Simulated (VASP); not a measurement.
Method: r2SCAN meta-GGA, VASP's PBE PAW potentials (set 64) (plane waves; VASP).

A VASP calculation is set up with these files.

### KPOINTS_OPT
```
k-points along high-symmetry lines
10
Line-mode
Reciprocal
  0.000000   0.000000   0.000000 ! GAMMA
  0.500000  -0.500000   0.500000 ! H

  0.500000  -0.500000   0.500000 ! H
  0.000000   0.000000   0.500000 ! N

  0.000000   0.000000   0.500000 ! N
  0.000000   0.000000   0.000000 ! GAMMA

  0.000000   0.000000   0.000000 ! GAMMA
  0.250000   0.250000   0.250000 ! P

  0.250000   0.250000   0.250000 ! P
  0.500000  -0.500000   0.500000 ! H

  0.250000   0.250000   0.250000 ! P
  0.000000   0.000000   0.500000 ! N
```

**POSCAR**
```
Ag
2.8318080
 -0.5773502126   0.5773502126   0.5773502126
  0.5773502126  -0.5773502126   0.5773502126
  0.5773502126   0.5773502126  -0.5773502126
Ag
1
Cart
  0.0000000000   0.0000000000   0.0000000000
```

**KPOINTS**
```
K-points
0
gamma
 17 17 17
0 0 0
```

**INCAR**
```
SYSTEM = Ag
PREC = Accurate
ENCUT = 400
EDIFF = 1E-7
NELM = 100
ALGO = Normal
LREAL = .FALSE.
LASPH = .TRUE.
ISMEAR = -5
METAGGA = R2SCAN
LMIXTAU = .TRUE.
LMAXMIX = 4
LWAVE = .FALSE.
LCHARG = .FALSE.
LORBIT = 11
NEDOS = 601
ISIF = 2
```

POTCAR, in this order: Ag (PBE.64 set). Program: vasp_std.

Output of the run:

OSZICAR:
```
       N       E                     dE             d eps       ncg     rms          rms(c)
DAV:   1     0.150491743767E+02    0.15049E+02   -0.49368E+03  3194   0.902E+02
DAV:   2    -0.245082950441E+02   -0.39557E+02   -0.37829E+02  3080   0.187E+02
DAV:   3    -0.247972906835E+02   -0.28900E+00   -0.28897E+00  3407   0.195E+01
DAV:   4    -0.247981640148E+02   -0.87333E-03   -0.87349E-03  3192   0.955E-01
DAV:   5    -0.247981746983E+02   -0.10684E-04   -0.10685E-04  3280   0.963E-02    0.571E+00
DAV:   6    -0.211624748604E+02    0.36357E+01   -0.80678E+00  2985   0.321E+01    0.504E+00
DAV:   7    -0.213219915554E+02   -0.15952E+00   -0.56493E-01  3001   0.745E+00    0.243E+00
DAV:   8    -0.213038951320E+02    0.18096E-01   -0.29340E-02  2980   0.170E+00    0.102E-01
DAV:   9    -0.213201746377E+02   -0.16280E-01   -0.45503E-02  3037   0.176E+00    0.206E-01
DAV:  10    -0.213209103553E+02   -0.73572E-03   -0.15367E-03  3047   0.473E-01    0.934E-02
DAV:  11    -0.213254641215E+02   -0.45538E-02   -0.56244E-03  3014   0.634E-01    0.379E-02
DAV:  12    -0.213254643485E+02   -0.22696E-06   -0.33994E-04  3143   0.180E-01    0.326E-02
DAV:  13    -0.213254906886E+02   -0.26340E-04   -0.38655E-05  3064   0.769E-02    0.215E-02
DAV:  14    -0.213255303434E+02   -0.39655E-04   -0.47196E-05  3064   0.585E-02    0.122E-02
DAV:  15    -0.213255304181E+02   -0.74710E-07   -0.20329E-05  3153   0.433E-02    0.154E-03
DAV:  16    -0.213255302549E+02    0.16321E-06   -0.41139E-07  3073   0.698E-03    0.117E-03
DAV:  17    -0.213255304716E+02   -0.21670E-06   -0.20485E-08  1563   0.208E-03    0.848E-04
DAV:  18    -0.213255303480E+02    0.12367E-06   -0.68602E-08  1666   0.274E-03    0.485E-04
DAV:  19    -0.213255303072E+02    0.40754E-07   -0.41359E-08  1504   0.182E-03
   1 F= -.21325530E+02 E0= -.21325530E+02  d E =0.000000E+00
       N       E                     dE             ncg
```

### OUTCAR
```
------------------------ aborting loop because EDIFF is reached ----------------------------------------
  FORCE on cell =-STRESS in cart. coord.  units (eV):
  Direction    XX          YY          ZZ          XY          YZ          ZX
  --------------------------------------------------------------------------------------
  Total       -0.0676320     -0.0676320     -0.0676320     -0.0000000     -0.0000000      0.0000000
  in kB       -6.1985956     -6.1985956     -6.1985956     -0.0000000     -0.0000000      0.0000000
  external PRESSURE =      -6.1985956 kB  Pullay stress =       0.0000000 kB
  volume of cell :       17.48
      direct lattice vectors                 reciprocal lattice vectors
    -1.634944951  1.634944951  1.634944951     0.000000000  0.305820694  0.305820694
     1.634944951 -1.634944951  1.634944951     0.305820694  0.000000000  0.305820694
     1.634944951  1.634944951 -1.634944951     0.305820694  0.305820694  0.000000000
 POSITION                                       TOTAL-FORCE (eV/Angst)
 -----------------------------------------------------------------------------------
      0.00000      0.00000      0.00000         0.000000      0.000000      0.000000
 -----------------------------------------------------------------------------------
    total drift:                                0.000000     -0.000000      0.000000
  FREE ENERGIE OF THE ION-ELECTRON SYSTEM (eV)
  ---------------------------------------------------
  free  energy   TOTEN  =       -21.3255303072 eV

  energy  without entropy=      -21.3255303072  energy(sigma->0) =      -21.32553031

 total charge

# of ion       s       p       d       tot
------------------------------------------
    1        0.439   0.282   9.182   9.903
```
(Selected blocks of OUTCAR.)

For a metal the tetrahedron method with Blöchl corrections gives inexact stress and forces.

The structure comes from a computed database's Ag entry (Im-3m); how it stands against other phases isn't given here. It was relaxed first.
